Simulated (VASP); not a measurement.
An input for Quantum ESPRESSO's pw.x (written as the equivalent of a VASP run, and not itself run):

```
&CONTROL
  calculation = 'vc-relax'
  pseudo_dir = './pseudo'
  outdir = './out'
  tprnfor = .true.
  tstress = .true.
  nstep = 40
  forc_conv_thr = 0.00078
/
&SYSTEM
  ibrav = 0
  nat = 2
  ntyp = 2
  ecutwfc = 84
  occupations = 'smearing'
  smearing = 'methfessel-paxton'
  degauss = 0.00735
  input_dft = 'pz'
/
&ELECTRONS
  conv_thr = 7.3e-08
  electron_maxstep = 100
/
&IONS
/
&CELL
  press = 300
/
ATOMIC_SPECIES
  V 50.941 V.upf
  N 14.007 N.upf
CELL_PARAMETERS angstrom
     0.0000000    1.9905619    1.9905619
     1.9905619    0.0000000    1.9905619
     1.9905619    1.9905619    0.0000000
ATOMIC_POSITIONS crystal
  V    0.0000000  0.0000000  0.0000000
  N    0.5000000  0.5000000  0.5000000
K_POINTS automatic
  16 16 16 0 0 0
```

Translate this input to VASP (INCAR, KPOINTS, POSCAR, choice of POTCAR).

One answer among several that fit: 
INCAR:
```
SYSTEM  =  VN
PREC  =  Accurate; ENCUT  =  620; LREAL  =  F
LASPH  =  T
EDIFF  =  1E-6; NELM  =  100; ALGO  =  Normal
LMAXMIX  =  4
ISMEAR  =  1; SIGMA  =  0.1
IBRION  =  2; NSW  =  40; ISIF  =  3
EDIFFG  =  -0.02; PSTRESS  =  300
LWAVE  =  F; LCHARG  =  F
```

### KPOINTS
```
Automatic
0
G
 16 16 16
0 0 0
```

### POSCAR
```
VN
1.0
  0.0000000000   1.9905619077   1.9905619077
  1.9905619077   0.0000000000   1.9905619077
  1.9905619077   1.9905619077   0.0000000000
V N
1 1
Cart
  0.0000000000   0.0000000000   0.0000000000
  1.9905619077   1.9905619077   1.9905619077
```

POTCAR, in this order: V_sv N (LDA.64 set). Program: vasp_std.

The two are equivalent in intent, not identical: the potentials are each code's own (VASP's PAW set, PseudoDojo norm-conserving files in pw.x), so ENCUT and ecutwfc are chosen apart and not converted; conv_thr bounds pw.x's estimated SCF error, while EDIFF bounds the energy change between steps; forc_conv_thr acts on force components and is met together with etot_conv_thr.

The compound is VN in the rock salt structure, which distorts at low temperature. This run relaxes it under an external pressure of 30 GPa. Symmetry was kept, so distortions that lower it aren't found.
